**Q.** I made the k-mesh finer for this SiO cell and expected the energy error to shrink at every step. Which rows spoil that?

VASP 6.6.1 calculations with PBE and PAW potentials (Si_GW, O_GW) for non-spin-polarised cubic SiO (Pm-3m, 2 atoms) at fixed geometry, with a 600 eV plane-wave cutoff and Gaussian smearing of 0.02 eV. The sweep value is the k-point mesh; energies are extrapolated to zero smearing and counted from the 15,15,15 mesh, and gaps are taken on each mesh.

```csv
sweep value,energy less tightest (meV/atom),pressure (GPa),gap (eV),force miss (eV/Å)
"3,3,3",6.010,2.418,2.687,0.000
"4,4,4",11.530,0.251,0.000,0.000
"5,5,5",23.180,2.319,0.271,0.000
"7,7,7",5.260,-1.225,0.000,0.000
"8,8,8",-0.130,-1.201,0.000,0.000
"11,11,11",2.830,0.414,0.000,0.000
"13,13,13",2.560,-0.468,0.000,0.000
"15,15,15",0.000,-0.172,0.000,0.000
```

**A.** Read the sweep value first: it is the number of divisions of the mesh of electron wave vectors (k points) along each of the three axes. The energy is counted from the 15,15,15 mesh. It is the energy extrapolated to zero smearing in every row, so the rows can be compared. It climbs from 3,3,3 to 5,5,5, drops to 8,8,8, climbs again to 11,11,11 and then falls to the end. The rows that break your picture are therefore 4,4,4 and 5,5,5 in the first climb and 11,11,11 in the second.

**Q.** How large is the break, if I don't know the correct smooth curve?

**A.** You don't need to know it. Suppose only that the curve never rises as the mesh gets denser. Between 3,3,3 and 5,5,5 the table rises by 23.18 − 6.01 = 17.17 meV/atom, so such a curve must miss at least one of these two rows by half of that, 8.6 meV/atom. The size holds whatever the exact converged energy is, because only a difference enters.

The same reasoning applied to the rise from 8,8,8 to 11,11,11 gives a miss of at least 1.5 meV/atom. The irregularity is therefore much weaker on dense meshes, but it hasn't gone. A curve that only rises fares about as badly there, since the energy also falls by 2.8 meV/atom between 11,11,11 and 15,15,15.

**Q.** Why should a finer mesh ever make things worse?

**A.** There are two reasons. A very coarse mesh has too few points to average even a smooth quantity well, so its error can be small by luck. The second reason lasts on denser meshes: this cell is a metal in PBE. In an insulator every occupied band is full at every k point, so the quantity being averaged varies smoothly, and an evenly spaced mesh soon averages it very well. In a metal a band is full on one side of the Fermi surface and empty on the other. A new mesh places its points differently relative to that surface, and so gives the states near it slightly too much or too little weight. The error can change sign from one mesh to the next, although its typical size shrinks as each point carries less weight.

**Q.** Isn't smearing meant to soften that edge?

**A.** Yes, but only if it is about as wide as the energy step between neighbouring k points. The table lets us estimate that step. On 3,3,3 the highest filled and the lowest empty level are 2.687 eV apart, while on 15,15,15 they meet. With both meshes centred in the usual way, every fifth point of the dense mesh along an axis belongs to the coarse one, so no dense point is more than two steps per axis from a coarse point.

Now count the steps. Three axes with two steps each make six, and two band edges make twelve. Together the edges must cover at least 2.687 eV in these twelve steps, so the average step is at least 2.687/12 ≈ 0.22 eV. That is about eleven times the smearing width of 0.02 eV.

So even on the densest mesh few points are likely to fall within the smeared edge, and the sampling still meets it as a sharp one. The estimate assumes that the bands hardly change between the two meshes. It is also an average along the way to the band edges, and the step right at the Fermi surface may differ. That the sharp edge causes the scatter on the denser meshes is standard theory of metals; a run with wider smearing would test it here.

**Q.** If it is a metal, why do two rows show a gap?

**A.** Those gaps belong to the meshes. A coarse mesh can step over the regions where the filled and empty bands overlap, and then it reports a gap that isn't there. This happens on 3,3,3 and 5,5,5. The other six meshes hit the overlap and give zero, so there is no change from insulator to metal along the sweep.

**Q.** Does a false gap harm the energy as well?

**A.** It should. The cell has ten valence electrons, enough to fill five bands. On the two gapped meshes these five bands are full everywhere. In the true metal some electrons leave the top of the fifth band for lower states in the sixth, which lowers the energy. A mesh that misses this transfer should give too high an energy, and 5,5,5 is indeed the highest row, 23 meV/atom above the densest mesh.

**Q.** But 3,3,3 has a much wider gap and a smaller error.

**A.** Both meshes miss the transfer completely, so it can't explain the 17 meV/atom between them. The same five bands are full on both, so that rise must come from how poorly so few points average these bands. This second error can have either sign, and on 3,3,3 it probably offsets the missed transfer. A small energy error on a coarse mesh is therefore no sign of quality.

The pressure separates the two gapped meshes more clearly: both lie at least 1.9 GPa above every other row. A plausible reason is that bands broaden and overlap more when the cell is compressed. The missed energy gain then grows as the volume shrinks, which makes the cell seem to push outwards too hard. This is only a possible reading, since the poor averaging of the full bands affects the pressure too.

**Q.** Then 8,8,8 looks like the bargain. It is only 0.13 meV/atom from the densest mesh.

**A.** Look at its pressure, which is 1.03 GPa below that of 15,15,15. Pressure is the negative slope of energy against volume. The two meshes thus give energy curves that almost touch at this volume but run at different slopes, and they part once the cell is clearly expanded or compressed. The next denser mesh, 11,11,11, also moves away again, to 2.8 meV/atom. The agreement is a crossing of two curves.

**Q.** What mesh would you let me use?

**A.** For energies good to 10 meV/atom, 7,7,7 is enough by this sweep, since it and every denser mesh stay within that bound of the last row. For 1 meV/atom I wouldn't trust even 15,15,15 yet, because the last refinement still moved the energy by 2.6 meV/atom and the pressure by 0.3 GPa. Don't take comfort from the zero force miss: symmetry makes the forces vanish in this cell on any of these meshes.

**Q.** And how do I recognise convergence when the numbers jump about?

**A.** Ask for several successive meshes that agree in both energy and pressure, never for one good match. If the scatter persists, make the smearing wider as well as the mesh denser, and check that the smearing itself doesn't shift the result. What matters is the ratio of the energy step between k points to the smearing width. Where that ratio is large and bands cross the Fermi level, expect an uneven approach like this one.
